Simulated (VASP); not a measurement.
```yaml
crystal:
  lattice:
    - [1.78989, -3.10019, 0.00000]
    - [1.78989, 3.10019, 0.00000]
    - [0.00000, 0.00000, 5.56282]
  atoms:
    - { symbol: Tb, position: [0.33333, 0.66667, 0.25000] }
    - { symbol: Tb, position: [0.66667, 0.33333, 0.75000] }
```

These are MS2 meta-GGA, VASP's PBE PAW potentials (set 64) (plane waves; VASP) values and carry that method's errors. Run with 520 eV cut-off, 13×13×8 Γ-centred mesh, tetrahedra with Blöchl corrections, potentials Tb_3.

The 4f electrons are frozen in the core of the lanthanide potential, so 4f levels, which can set the real gap, and their magnetism are missing.

Problem. Give the energies of bands 7 to 12 at the high-symmetry points, in eV from the Fermi level.

Solution. 
```csv
band,Γ,M,K,A,L,H
7,-5.11,-1.88,-1.09,-3.42,-2.01,-0.61
8,-2.22,-1.57,-0.67,-3.42,-2.01,-0.61
9,1.60,-1.08,-0.67,1.03,0.00,-0.44
10,1.80,0.20,-0.40,1.03,0.00,-0.44
11,1.80,1.44,1.24,1.69,1.91,0.68
12,2.25,1.74,1.24,1.69,1.91,0.68
```

It has no gap at this level: it comes out as a metal or semimetal.

The compound is Tb in the hcp structure. It was relaxed first.
